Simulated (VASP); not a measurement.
Data:

```
CELL_PARAMETERS angstrom
      0.00000     2.96018     2.96018
      2.96018     0.00000     2.96018
      2.96018     2.96018     0.00000
ATOMIC_POSITIONS crystal
  In 0.00000 0.00000 0.00000
  P  0.25000 0.25000 0.25000
```

Computed with optB86b-vdW, VASP's PBE PAW potentials (set 64) (plane waves; VASP 6.6.1). Settings: 520 eV cut-off, 9×9×9 Γ-centred mesh, tetrahedra with Blöchl corrections, potentials In_d P.

Unless said otherwise, spin-orbit coupling is left out, though it shifts the bands of the heavy elements here.

Task: Tabulate the total density of states (states/eV per cell) against energy (eV; zero at the valence-band maximum or, without a gap, the Fermi level).

Result: 
```
E (eV)  DOS (states/eV)
------  ---------------
-9.96              0.89
-9.60              1.56
-9.24              1.75
-8.88              0.00
-8.52              0.00
-8.16              0.00
-7.80              0.00
-7.44              0.00
-7.08              0.00
-6.72              0.00
-6.36              0.00
-6.00              0.00
-5.64              0.09
-5.28              1.94
-4.92              0.79
-4.56              0.51
-4.20              0.37
-3.84              0.28
-3.48              0.19
-3.12              0.63
-2.88              1.45
-2.52              1.32
-2.16              1.91
-1.80              1.87
-1.44              1.78
-1.08              1.69
-0.72              0.88
-0.36              0.37
0.00               0.01
0.36               0.00
0.72               0.00
1.08               0.01
1.44               0.05
1.80               0.36
2.16               0.97
2.52               1.94
2.88               2.05
3.24               0.92
3.60               0.79
3.96               0.90
```
Within 2 eV below the valence-band maximum the largest weight inside VASP's projection spheres is P p, then In p.

The compound is InP in the zinc blende structure. It was relaxed first.
